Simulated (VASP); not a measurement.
A convergence study with VASP on Sr (fcc): one setting is varied, all else stays as given below, so the limit is that of these other settings.

```
Sr
1.0
    0.00000     3.04000     3.04000
    3.04000     0.00000     3.04000
    3.04000     3.04000     0.00000
Sr
1
Cartesian
  0.00000   0.00000   0.00000
```

All values below come from PBE GGA, VASP's PBE PAW potentials (set 64) (plane waves; VASP). The tightest run used: 550 eV cut-off, 16×16×16 Monkhorst-Pack mesh, first-order Methfessel-Paxton smearing of 0.10 eV, potentials Sr_sv.

The reference is 16×16×16 mesh, which took about 2 core-minutes. Times come from single runs on busy shared machines, so they are rough: good to a factor of about 2.

Problem. Of the settings 1×1×1 mesh; 2×2×2 mesh; 3×3×3 mesh; 4×4×4 mesh; 5×5×5 mesh; 6×6×6 mesh; 7×7×7 mesh; 8×8×8 mesh; 9×9×9 mesh; 10×10×10 mesh; 11×11×11 mesh; 12×12×12 mesh; 13×13×13 mesh; 14×14×14 mesh; 15×15×15 mesh; 16×16×16 mesh, which is the lowest that keeps the difference from the reference in E (eV/atom) within 0.01 from there on, and what does it cost?

Solution. 6×6×6 mesh; its cost over the reference is about 1/8.
```json
[
 {"setting": "1×1×1 mesh", "difference in E (eV/atom)": "4.3198", "cost over the reference": "about 1/30"},
 {"setting": "2×2×2 mesh", "difference in E (eV/atom)": "0.0264", "cost over the reference": "about 1/20"},
 {"setting": "3×3×3 mesh", "difference in E (eV/atom)": "0.0887", "cost over the reference": "about 1/20"},
 {"setting": "4×4×4 mesh", "difference in E (eV/atom)": "0.0025", "cost over the reference": "about 1/10"},
 {"setting": "5×5×5 mesh", "difference in E (eV/atom)": "0.0149", "cost over the reference": "about 1/10"},
 {"setting": "6×6×6 mesh", "difference in E (eV/atom)": "0.0002", "cost over the reference": "about 1/8"},
 {"setting": "7×7×7 mesh", "difference in E (eV/atom)": "0.0001", "cost over the reference": "about 1/8"},
 {"setting": "8×8×8 mesh", "difference in E (eV/atom)": "0.0002", "cost over the reference": "about 1/3"},
 {"setting": "9×9×9 mesh", "difference in E (eV/atom)": "0.0023", "cost over the reference": "about 1/8"},
 {"setting": "10×10×10 mesh", "difference in E (eV/atom)": "0.0001", "cost over the reference": "about 1/2"},
 {"setting": "11×11×11 mesh", "difference in E (eV/atom)": "0.0014", "cost over the reference": "about 1/3"},
 {"setting": "12×12×12 mesh", "difference in E (eV/atom)": "0.0000", "cost over the reference": "within a factor of 2"},
 {"setting": "13×13×13 mesh", "difference in E (eV/atom)": "0.0006", "cost over the reference": "about 1/4"},
 {"setting": "14×14×14 mesh", "difference in E (eV/atom)": "0.0000", "cost over the reference": "within a factor of 2"},
 {"setting": "15×15×15 mesh", "difference in E (eV/atom)": "0.0000", "cost over the reference": "about 1/3"},
 {"setting": "16×16×16 mesh", "difference in E (eV/atom)": "0.0000", "cost over the reference": "reference"}
]
```

Left out are rungs that failed or repeat a setting and relaxations that didn't move; long series are thinned to 24 rows.

The compound is Sr in the fcc structure. The cell was not relaxed at this level.
